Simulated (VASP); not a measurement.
Output of a VASP run:

File OSZICAR:
```
       N       E                     dE             d eps       ncg     rms          rms(c)
DAV:   1     0.106882102153E+03    0.10688E+03   -0.87140E+03   528   0.125E+03
DAV:   2    -0.908749100387E+00   -0.10779E+03   -0.10068E+03   605   0.255E+02
DAV:   3    -0.563260092893E+01   -0.47239E+01   -0.47104E+01   610   0.582E+01
DAV:   4    -0.567263730514E+01   -0.40036E-01   -0.40032E-01   585   0.592E+00
DAV:   5    -0.567325145527E+01   -0.61415E-03   -0.61415E-03   625   0.743E-01    0.584E+00
DAV:   6    -0.547338011580E+01    0.19987E+00   -0.39175E-01   566   0.858E+00    0.384E+00
DAV:   7    -0.547057413273E+01    0.28060E-02   -0.10904E-01   525   0.263E+00    0.199E+00
DAV:   8    -0.546971335493E+01    0.86078E-03   -0.59864E-03   560   0.970E-01    0.312E-01
DAV:   9    -0.546972597615E+01   -0.12621E-04   -0.71909E-04   575   0.414E-01    0.459E-02
DAV:  10    -0.546979072551E+01   -0.64749E-04   -0.12952E-04   535   0.109E-01    0.277E-02
DAV:  11    -0.546979512471E+01   -0.43992E-05   -0.41680E-06   585   0.209E-02    0.556E-03
DAV:  12    -0.546979511109E+01    0.13621E-07   -0.31772E-07   320   0.732E-03
   1 F= -.54697951E+01 E0= -.54697951E+01  d E =-.546980E+01
```

**OUTCAR**
```
------------------------ aborting loop because EDIFF is reached ----------------------------------------
  FORCE on cell =-STRESS in cart. coord.  units (eV):
  Direction    XX          YY          ZZ          XY          YZ          ZX
  --------------------------------------------------------------------------------------
  Total        0.0002210      0.0002210      0.0002210      0.0000000     -0.0000000     -0.0000000
  in kB        0.0080947      0.0080947      0.0080947      0.0000000     -0.0000000     -0.0000000
  external PRESSURE =       0.0080947 kB  Pullay stress =       0.0000000 kB
  volume of cell :       43.75
      direct lattice vectors                 reciprocal lattice vectors
     0.000000000  2.796663570  2.796663570    -0.178784465  0.178784465  0.178784465
     2.796663570  0.000000000  2.796663570     0.178784465 -0.178784465  0.178784465
     2.796663570  2.796663570  0.000000000     0.178784465  0.178784465 -0.178784465
  FREE ENERGIE OF THE ION-ELECTRON SYSTEM (eV)
  ---------------------------------------------------
  free  energy   TOTEN  =        -5.4697951111 eV

  energy  without entropy=       -5.4697951111  energy(sigma->0) =       -5.46979511

 reached required accuracy - stopping structural energy minimisation
```
(Selected blocks of OUTCAR.)

POSCAR:
```
AgCl
1
    0.0000000000     2.7966635702     2.7966635702
    2.7966635702     0.0000000000     2.7966635702
    2.7966635702     2.7966635702     0.0000000000
Ag Cl
1 1
Direct
  0.0000000000   0.0000000000   0.0000000000
  0.5000000000   0.5000000000   0.5000000000
```

### Question
Reconstruct the remaining input files.

### Answer
This is not unique; one that fits is the input of the run itself, PW91 GGA, plane waves, VASP's PBE PAW potentials (set 64).

### INCAR
```
! general
SYSTEM   =  AgCl
PREC     =  Accurate
ENCUT    =  520
LREAL    =  .FALSE.   ! projection in real space or not
LASPH    =  .TRUE.

! electronic loop
EDIFF    =  1E-6
NELM     =  100   ! most electronic steps
ALGO     =  Normal   ! blocked Davidson
LMAXMIX  =  4   ! l cut-off of mixed one-centre charges

! smearing
ISMEAR   =  0
SIGMA    =  0.05

! functional
GGA      =  91   ! PW91

! ions
IBRION   =  2
NSW      =  60   ! most ionic steps
ISIF     =  3
EDIFFG   =  -0.01   ! ionic stop

! output
LWAVE    =  .FALSE.
LCHARG   =  .FALSE.
```

KPOINTS:
```
Automatic mesh
0
Gamma
7 7 7
0 0 0
```

POTCAR, in this order: Ag Cl (PBE.64 set). Program: vasp_std.

The compound is AgCl in the rock salt structure. It was relaxed first. The start is the result of an earlier pass.
